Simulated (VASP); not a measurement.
A convergence study with VASP on SiC (wurtzite): one setting is varied, all else stays as given below, so the limit is that of these other settings.

```
CELL_PARAMETERS angstrom
      1.54000    -2.66736     0.00000
      1.54000     2.66736     0.00000
      0.00000     0.00000     5.05000
ATOMIC_POSITIONS crystal
  Si 0.66667 0.33333 0.50000
  Si 0.33333 0.66667 0.00000
  C  0.66667 0.33333 0.87500
  C  0.33333 0.66667 0.37500
```

Calculation: PBE GGA, VASP's PBE PAW potentials (set 64) (plane waves; VASP 6.6.1). The tightest run used: 700 eV cut-off, 17×17×9 Γ-centred mesh, tetrahedra with Blöchl corrections, potentials Si C.

**Question.** The settings run are 3×3×2 mesh; 4×4×2 mesh; 5×5×3 mesh; 6×6×3 mesh; 7×7×4 mesh; 8×8×4 mesh; 9×9×5 mesh; 10×10×6 mesh; 11×11×6 mesh; 12×12×7 mesh; 13×13×7 mesh; 14×14×8 mesh; 15×15×8 mesh; 16×16×9 mesh; 17×17×9 mesh. From which on does the stress (every component) stay within 0.2 GPa of the tightest run?

**Answer.** From 5×5×3 mesh on: it is off by 0.13 there and by no more than 0.2 in any finer run, while 4×4×2 mesh is off by 0.40.
```json
[
 {"setting": "3×3×2 mesh", "E (eV/atom)": "-7.4024", "pressure (GPa)": "3.29", "irreducible k-points": "6", "difference judged (GPa)": "1.91"},
 {"setting": "4×4×2 mesh", "E (eV/atom)": "-7.4973", "pressure (GPa)": "2.76", "irreducible k-points": "8", "difference judged (GPa)": "0.40"},
 {"setting": "5×5×3 mesh", "E (eV/atom)": "-7.5179", "pressure (GPa)": "2.53", "irreducible k-points": "10", "difference judged (GPa)": "0.13"},
 {"setting": "6×6×3 mesh", "E (eV/atom)": "-7.5242", "pressure (GPa)": "2.51", "irreducible k-points": "14", "difference judged (GPa)": "0.02"},
 {"setting": "7×7×4 mesh", "E (eV/atom)": "-7.5278", "pressure (GPa)": "2.50", "irreducible k-points": "24", "difference judged (GPa)": "0.04"},
 {"setting": "8×8×4 mesh", "E (eV/atom)": "-7.5284", "pressure (GPa)": "2.50", "irreducible k-points": "30", "difference judged (GPa)": "0.02"},
 {"setting": "9×9×5 mesh", "E (eV/atom)": "-7.5285", "pressure (GPa)": "2.50", "irreducible k-points": "36", "difference judged (GPa)": "0.00"},
 {"setting": "10×10×6 mesh", "E (eV/atom)": "-7.5285", "pressure (GPa)": "2.50", "irreducible k-points": "56", "difference judged (GPa)": "0.00"},
 {"setting": "11×11×6 mesh", "E (eV/atom)": "-7.5286", "pressure (GPa)": "2.50", "irreducible k-points": "64", "difference judged (GPa)": "0.00"},
 {"setting": "12×12×7 mesh", "E (eV/atom)": "-7.5286", "pressure (GPa)": "2.50", "irreducible k-points": "76", "difference judged (GPa)": "0.00"},
 {"setting": "13×13×7 mesh", "E (eV/atom)": "-7.5286", "pressure (GPa)": "2.50", "irreducible k-points": "84", "difference judged (GPa)": "0.00"},
 {"setting": "14×14×8 mesh", "E (eV/atom)": "-7.5286", "pressure (GPa)": "2.50", "irreducible k-points": "120", "difference judged (GPa)": "0.00"},
 {"setting": "15×15×8 mesh", "E (eV/atom)": "-7.5286", "pressure (GPa)": "2.50", "irreducible k-points": "135", "difference judged (GPa)": "0.00"},
 {"setting": "16×16×9 mesh", "E (eV/atom)": "-7.5286", "pressure (GPa)": "2.50", "irreducible k-points": "150", "difference judged (GPa)": "0.00"},
 {"setting": "17×17×9 mesh", "E (eV/atom)": "-7.5286", "pressure (GPa)": "2.50", "irreducible k-points": "165", "difference judged (GPa)": "0.00"}
]
```

Left out are rungs that failed or repeat a setting and relaxations that didn't move; long series are thinned to 24 rows.

The compound is SiC in the wurtzite structure, the rare 2H polytype. The cell was not relaxed at this level.
